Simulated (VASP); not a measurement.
Given:

```yaml
crystal:
  lattice:
    - [0.00000, 2.25271, 2.25271]
    - [2.25271, 0.00000, 2.25271]
    - [2.25271, 2.25271, 0.00000]
  atoms:
    - { symbol: Ga, position: [0.01110, 0.01110, 0.98890] }
    - { symbol: N, position: [0.25000, 0.25000, 0.25000] }
```

Level of theory: r2SCAN meta-GGA, VASP's PBE PAW potentials (set 64) (plane waves; VASP). Run with 600 eV cut-off, 10×10×10 Γ-centred mesh, Gaussian smearing of 0.050 eV, potentials Ga_d N.

Q: Which forces act on the atoms, in eV/Å?

A: 
```
atom     Fx     Fy      Fz
----  -----  -----  ------
Ga1   0.000  0.000  -0.641
N2    0.000  0.000   0.641
```

Q: Give the stress tensor in GPa (positive for a compressed cell).

A: 
```
0.44  3.01  0.00
3.01  0.44  0.00
0.00  0.00  0.06
```
The pressure is its mean diagonal, 0.31 GPa.

The compound is GaN in the zinc blende structure, a metastable form; wurtzite is the usual one. This cell was strained or had an atom moved on purpose.
